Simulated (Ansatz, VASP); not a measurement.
This is a calculation of Sc2Si3 for VASP 6.6.1. Atoms were shifted at random by some hundredths of an Å from the given cell, which wasn't relaxed again for these runs. The cell comes from a database or a generator and needn't be the stable form of this composition.

INCAR

```
PREC     = Accurate       # precision mode
ENCUT    = 520            # plane-wave cutoff, eV
EDIFF    = 1E-7           # SCF threshold, eV
ISMEAR   = -1             # smearing method
SIGMA    = 0.05           # smearing width, eV
LREAL    = False          # projectors in reciprocal space
LASPH    = True           # aspherical terms in the spheres
NELM     = 100            # most SCF steps
ALGO     = Normal         # electronic algorithm
ISIF     = 2              # what is computed and relaxed
LWAVE    = False          # write WAVECAR
LCHARG   = True           # write CHGCAR
GGA      = PE             # functional
LELF     = True           # ELF
LVHAR    = True         
NBANDS   = 25             # bands
```

The input KPOINTS:

```
regular mesh
0
Gamma
  4 8 8
```

File POSCAR:

```
Sc2Si3
1.0
    6.4045930000      0.0000000000      0.0000000000
    0.0000000000      2.0413065223      3.5290963685
    0.0000000000     -2.0413065223      3.5290963685
Sc Si
2 3
Direct
    0.2354350000      0.0166100000      0.0017090000
    0.7644380000      0.0031240000      0.0024460000
    0.5031510000      0.3417210000      0.3414840000
   -0.0085250000      0.3429020000      0.3348130000
    0.5037280000      0.6645050000      0.6675540000
```

Potentials or basis: VASP PAW PBE potentials, release 64 (Sc_sv, Si).

Launch:

```sh
$ cat potpaw_PBE.64/Sc_sv/POTCAR potpaw_PBE.64/Si/POTCAR > POTCAR
$ mpirun -np 1 vasp_std > vasp.out
```

Q: Translate it to Ansatz 0.2.0. Potentials or basis there: Ansatz PAW, cutoff 420 eV.

A: As run (cutoffs and basis follow the program's own potentials, and thresholds, step limits or extra output files can differ):

File input.yaml:

```yaml
crystal:
  lattice:
    - [6.404593, 0.0, 0.0]
    - [0.0, 2.0413065223, 3.5290963685]
    - [0.0, -2.0413065223, 3.5290963685]
  atoms:
    - { symbol: Sc, position: [0.235435, 0.01661, 0.001709] }
    - { symbol: Sc, position: [0.764438, 0.003124, 0.002446] }
    - { symbol: Si, position: [0.503151, 0.341721, 0.341484] }
    - { symbol: Si, position: [-0.008525, 0.342902, 0.334813] }
    - { symbol: Si, position: [0.503728, 0.664505, 0.667554] }
hamiltonian:
  xc: pbe
  pseudopotentials: { kind: paw }
kpoints:
  mp_grid: { grid: [4, 8, 8] }
scf:
  occupations: { method: fermi_dirac, width: 0.05 }
output:
  forces: true
  stress: true
  eigenvalues: true
```

Potentials or basis: Ansatz PAW.

Command:

```sh
$ ansatz run input.yaml --threads 2 --pin off --max-ram 5120MiB --backend cpu --events-out ev --progress --plain --runs-dir out
```

Both were run:

|  | VASP | Ansatz |
| --- | --- | --- |
| Pressure | 0.1 GPa | 0.1 GPa |
| Largest force | 0.680 eV/Å | 0.681 eV/Å |
| Energy over the undisturbed cell | 7.5 meV/atom | 7.5 meV/atom |

Ansatz's pressure holds a Pulay term of +0.03 GPa for its cutoff of 420 eV, which the other run lacks.

Where Ansatz's input types no cutoff or centring, it takes its own default and a Γ-centred mesh.

Pressure is positive in compression.
